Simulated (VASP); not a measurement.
Input:

```
CELL_PARAMETERS angstrom
      0.00000     2.68528     2.68528
      2.68528     0.00000     2.68528
      2.68528     2.68528     0.00000
ATOMIC_POSITIONS crystal
  K  0.00000 0.00000 0.00000
  F  0.50000 0.50000 0.50000
```

All values below come from r2SCAN meta-GGA, VASP's PBE PAW potentials (set 64) (plane waves; VASP). Run with 520 eV cut-off, 9×9×9 Γ-centred mesh, Gaussian smearing of 0.050 eV, potentials K_sv F.

Q: Give the stress tensor in GPa (positive for a compressed cell).

A: 
```
-1.02   0.00   0.00
 0.00  -1.02   0.00
 0.00   0.00  -1.02
```
The pressure is its mean diagonal, -1.02 GPa.

The compound is KF in the rock salt structure. This cell is one point of a volume scan, at 1.03 of the reference volume.
